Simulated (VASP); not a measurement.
Consider the following.

```
GaN
1.0
    1.58260    -2.74114     0.00000
    1.58260     2.74114     0.00000
    0.00000     0.00000     5.15382
Ga N
2 2
Direct
  0.66667   0.33333   0.50030
  0.33333   0.66667   0.00030
  0.66667   0.33333   0.87670
  0.33333   0.66667   0.37670
```

All values below come from MS2 meta-GGA, VASP's PBE PAW potentials (set 64) (plane waves; VASP). Numerical set-up: 520 eV cut-off, 9×9×5 Γ-centred mesh, tetrahedra with Blöchl corrections, potentials Ga_d N.

**Question.** What does the run give for the energy per atom (σ→0), band gap (over mesh and band path) with the smallest direct gap where there is one?

**Answer.** 
The band gap (over mesh and band path) is 2.06 eV, the smallest direct gap (over mesh and band path) is 2.06 eV and the energy per atom (σ→0) is -7.886 eV/atom.

Only differences to runs with the same potentials and settings are physical.

The compound is GaN in the wurtzite structure. It was relaxed first.
